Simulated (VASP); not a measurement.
TiPd: equation of state with PBEsol

TiPd:

```
Pd Ti
1.0
     3.18000    0.00000    0.00000
     0.00000    3.18000    0.00000
     0.00000    0.00000    3.18000
Pd Ti
1 1
Cartesian
  0.0000 0.0000 0.0000
  1.5900 1.5900 1.5900
```

```
Program             : VASP 6.6.1
Task                : equation of state
Functional          : PBEsol
Potentials or basis : VASP PAW PBE potentials, release 64 (Pd, Ti_sv)
Cutoff              : 520 eV
k mesh              : 8 × 8 × 8
Occupations         : fermi-dirac, width 0.05 eV
Spin                : no spin polarisation
```

```yaml
Equilibrium_volume: 15.38 Å³/atom
Bulk_modulus: 170 GPa
Pressure_derivative_of_the_bulk_modulus: 4.6
```

Energy against volume, from the lowest point:
| volume (Å³/atom) | energy (meV/atom) |
| --- | --- |
| 15.114 | 2.32 |
| 15.436 | 0.00 |
| 15.757 | 4.66 |
| 16.079 | 15.53 |
| 16.400 | 31.94 |
| 16.722 | 53.29 |
| 17.043 | 78.99 |

All runs of the series together: 98 s on 1 thread of Intel(R) Xeon(R) Platinum 8259CL CPU @ 2.50GHz (Skylake/Cascade Lake), with other jobs on the host.

Caveat: the PAW data sets were made with another functional, which shifts forces and pressure a little.
